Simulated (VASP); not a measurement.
## MgSb (space group R-3m): computed properties

These are PBEsol GGA, VASP's PBE PAW potentials (set 64) (plane waves; VASP) values and carry that method's errors.

For MgSb, the space group is R-3m (166) and the cell is a = b = 3.787 Å, c = 11.964 Å, α = β = 90.00°, γ = 120.00°. The volume per atom comes out as 24.77 Å^3/atom and the band gap (over mesh and band path) comes out as none (metal, semimetal or under 0.01 eV). The band gap with spin-orbit coupling is none (metallic) and the density is 4.90 g/cm³.

Space group R-3m, hexagonal axes (No. 166); a = 3.7874 Å, b = 3.7874 Å, c = 11.9639 Å, α = 90.00°, β = 90.00°, γ = 120.00°

```
atom  site  symmetry       x       y       z
----  ----  --------  ------  ------  ------
Mg      3a       -3m  0.0000  0.0000  0.0000
Sb      3b       -3m  0.0000  0.0000  0.5000
```
(The calculation used a cell of 2 atoms; values per cell refer to that cell.)

Unless said otherwise, spin-orbit coupling is left out, though it shifts the bands of the heavy elements here.

The structure comes from a computed database's MgSb entry (R-3m); how it stands against other phases isn't given here. It was relaxed first. Symmetry was kept, so distortions that lower it aren't found. The electron count is odd and the run is not spin-polarised, which forces a metal.
